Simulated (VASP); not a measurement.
All values below come from PBE GGA with D4 dispersion, VASP's PBE PAW potentials (set 64) (plane waves; VASP).

VASP ran on this input.

### INCAR
```
# general
SYSTEM = LiCl
PREC   = Accurate
ENCUT  = 520
LREAL  = .FALSE.
LASPH  = .TRUE.

# electronic loop
EDIFF  = 1E-7
NELM   = 100
ALGO   = Normal

# smearing
ISMEAR = 0
SIGMA  = 0.05

# functional
GGA    = PE
IVDW   = 13

# ions
ISIF   = 2

# output
LWAVE  = .FALSE.
LCHARG = .FALSE.
```

**POSCAR**
```
LiCl
1
    0.0000000000     2.5424606958     2.5424606958
    2.5424606958     0.0000000000     2.5424606958
    2.5424606958     2.5424606958     0.0000000000
Li Cl
1 1
Direct
  0.0000000000   0.0000000000   0.0000000000
  0.5000000000   0.5000000000   0.5000000000
```

**KPOINTS**
```
Automatic mesh
0
Gamma
9 9 9
0 0 0
```

POTCAR, in this order: Li_sv Cl (PBE.64 set). Program: vasp_std.

Output of the run:

OSZICAR:
```
       N       E                     dE             d eps       ncg     rms          rms(c)
DAV:   1     0.449482680510E+02    0.44948E+02   -0.44067E+03   630   0.103E+03
DAV:   2    -0.557506245370E+01   -0.50523E+02   -0.48229E+02   833   0.166E+02
DAV:   3    -0.739153692839E+01   -0.18165E+01   -0.18145E+01   790   0.384E+01
DAV:   4    -0.744323770226E+01   -0.51701E-01   -0.51638E-01   971   0.551E+00
DAV:   5    -0.744371574972E+01   -0.47805E-03   -0.47801E-03   801   0.554E-01    0.242E+00
DAV:   6    -0.737561374474E+01    0.68102E-01   -0.16658E-01   705   0.239E+00    0.174E+00
DAV:   7    -0.737706800030E+01   -0.14543E-02   -0.56728E-02   918   0.156E+00    0.927E-01
DAV:   8    -0.738116472246E+01   -0.40967E-02   -0.86489E-03   705   0.781E-01    0.137E-01
DAV:   9    -0.738115318732E+01    0.11535E-04   -0.30768E-04   849   0.156E-01    0.390E-02
DAV:  10    -0.738121175372E+01   -0.58566E-04   -0.98522E-05   700   0.915E-02    0.162E-02
DAV:  11    -0.738121723908E+01   -0.54854E-05   -0.41577E-06   992   0.210E-02    0.615E-03
DAV:  12    -0.738121855453E+01   -0.13154E-05   -0.46514E-07   724   0.645E-03    0.184E-03
DAV:  13    -0.738121799984E+01    0.55469E-06   -0.66405E-08   477   0.258E-03    0.754E-04
DAV:  14    -0.738121798577E+01    0.14067E-07   -0.83890E-09   358   0.929E-04
   1 F= -.76314540E+01 E0= -.76314540E+01  d E =-.294393E-27
```

OUTCAR:
```
------------------------ aborting loop because EDIFF is reached ----------------------------------------
  Edisp (eV):   -0.25024
  FORCE on cell =-STRESS in cart. coord.  units (eV):
  Direction    XX          YY          ZZ          XY          YZ          ZX
  --------------------------------------------------------------------------------------
  Total      -0.00922    -0.00922    -0.00922     0.00000     0.00000     0.00000
  in kB      -0.44960    -0.44960    -0.44960     0.00000     0.00000     0.00000
  external pressure =       -0.45 kB  Pullay stress =        0.00 kB
  volume of cell :       32.87
      direct lattice vectors                 reciprocal lattice vectors
     0.000000000  2.542460696  2.542460696    -0.196659874  0.196659874  0.196659874
     2.542460696  0.000000000  2.542460696     0.196659874 -0.196659874  0.196659874
     2.542460696  2.542460696  0.000000000     0.196659874  0.196659874 -0.196659874
  FREE ENERGIE OF THE ION-ELECTRON SYSTEM (eV)
  ---------------------------------------------------
  free  energy   TOTEN  =        -7.6314540343 eV

  energy  without entropy=       -7.6314540343  energy(sigma->0) =       -7.63145403
```
(Selected blocks of OUTCAR.)

The compound is LiCl in the rock salt structure. It was relaxed first.
